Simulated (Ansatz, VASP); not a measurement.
One calculation of Ca2Ir, two programs

```
CELL_PARAMETERS angstrom
1.65722 0.95680 5.57347
-1.65722 0.95680 5.57347
0.00000 -1.91360 5.57347
ATOMIC_POSITIONS crystal
Ca 0.25000 0.25000 0.25000
Ca 0.75000 0.75000 0.75000
Ir 0.00000 0.00000 0.00000
```

Change from the starting cell: species swapped into the NiI2 type (R-3m, No. 166).

Alike in both runs: task relaxation of cell and atoms; functional PBE; k mesh 6 × 6 × 6; occupations gaussian, width 0.1 eV; no spin polarisation.

```csv
,VASP,Ansatz
version,VASP 6.6.1,Ansatz 0.2.0
potentials or method,"VASP PAW PBE potentials, release 64 (Ca_sv, Ir)","scalar-relativistic, plane waves, PAW"
plane-wave cutoff (eV),600,420
valence electrons in the cell,29,37
```

Ansatz gave:

- gap on the k mesh at the Fermi level, each at its own relaxed structure (eV): none
- relaxed volume (Å³/atom): 27.14
- relaxed cell length with the largest relative difference (Å): 4.871
- energy change over the relaxation (meV/atom): -1838

**Question.** Estimate VASP's values.

**Answer.** gap on the k mesh at the Fermi level, each at its own relaxed structure (eV): none; relaxed volume (Å³/atom): 27.12; relaxed cell length with the largest relative difference (Å): 4.860; energy change over the relaxation (meV/atom): -1865.

A gap of «none» marks a metal or a gap that the smearing closes. The two sets of potentials don't hold the same shells in valence.

Caveats: the k mesh is coarse (spacing up to 0.37 Å⁻¹), so the values aren't converged; the volume moved by over 15 % at a fixed basis, so the end points are rough. Spin-orbit coupling is left out, which matters for the levels of Ir.
